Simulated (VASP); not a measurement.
Given:

```yaml
crystal:
  lattice:
    - [1.55704, -2.69688, 0.00000]
    - [1.55704, 2.69688, 0.00000]
    - [0.00000, 0.00000, 5.11355]
  atoms:
    - { symbol: Mg, position: [0.33333, 0.66667, 0.25000] }
    - { symbol: Mg, position: [0.66667, 0.33333, 0.75000] }
```

Calculation: PBE GGA, VASP's PBE PAW potentials (set 64) (plane waves; VASP). Settings: 480 eV cut-off, 12×12×8 Γ-centred mesh, first-order Methfessel-Paxton smearing of 0.10 eV, potentials Mg.

What does the run give for the energy per atom (σ→0), pressure, band gap (on the k-mesh) with the smallest direct gap where there is one?

```
Item                                                         Value
------------------------  ----------------------------------------
band gap (on the k-mesh)  none (metal, semimetal or under 0.01 eV)
energy per atom (σ→0)                               -1.493 eV/atom
pressure                                                  2.57 GPa
```

Total energies compare only between runs with the same potentials, cut-off and functional.

The compound is Mg in the hcp structure. This cell was strained or had an atom moved on purpose.
